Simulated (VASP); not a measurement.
Data:

```
CdTe
1.0
    0.00000     3.24215     3.24215
    3.24215     0.00000     3.24215
    3.24215     3.24215     0.00000
Cd Te
1 1
Direct
  0.00000   0.00000   0.00000
  0.25000   0.25000   0.25000
```

Calculation: PBEsol GGA, VASP's PBE PAW potentials (set 64) (plane waves; VASP). Numerical set-up: 400 eV cut-off, 9×9×9 Γ-centred mesh, Gaussian smearing of 0.010 eV, potentials Cd Te.

Unless said otherwise, spin-orbit coupling is left out, though it shifts the bands of the heavy elements here.

### Question
Estimate the energy per atom (σ→0), band gap (on the k-mesh) with the smallest direct gap where there is one.

### Answer

The band gap (on the k-mesh) comes out as 0.66 eV and the smallest direct gap (on the k-mesh) is 0.66 eV. The energy per atom (σ→0) is -2.744 eV/atom.

Only differences to runs with the same potentials and settings are physical.

The compound is CdTe in the zinc blende structure. It was relaxed first.
